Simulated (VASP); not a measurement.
Input:

```
CELL_PARAMETERS angstrom
      4.67892     0.00000     0.00000
      0.00000     4.67892     0.00000
      0.00000     0.00000     5.89583
ATOMIC_POSITIONS crystal
  Au 0.50000 0.00000 0.23680
  Au 0.00000 0.50000 0.76320
  Br 0.00000 0.00000 0.00000
  Br 0.50000 0.50000 0.00000
```

Calculation: PBE GGA, VASP's PBE PAW potentials (set 64) (plane waves; VASP 6.6.1). Run with EDIFF = 1E-4, 400 eV cut-off, 4×4×4 Γ-centred mesh, Gaussian smearing of 0.050 eV, potentials Au Br.

Problem. Give the force on each atom (eV/Å).

Solution. 
```csv
atom,Fx,Fy,Fz
Au1,0.000,0.000,-0.122
Au2,0.000,0.000,0.122
Br3,0.000,0.000,0.000
Br4,0.000,0.000,0.000
```

Problem. Give the stress tensor in GPa (positive for a compressed cell).

Solution. 
```
 7.73   0.00   0.00
 0.00   7.73   0.00
 0.00   0.00  -2.00
```
The pressure is its mean diagonal, 4.49 GPa.

The structure was generated: AuBr was put into the litharge type (P4/nmm), which need not be its known phase. The cell was not relaxed at this level. The k-mesh is coarse (spacing up to 0.34 per Å, 2π included), so the numbers may not be converged in it. The run is one of a series of settings (EDIFF = 1E-4 against the base run), some of them coarse on purpose.
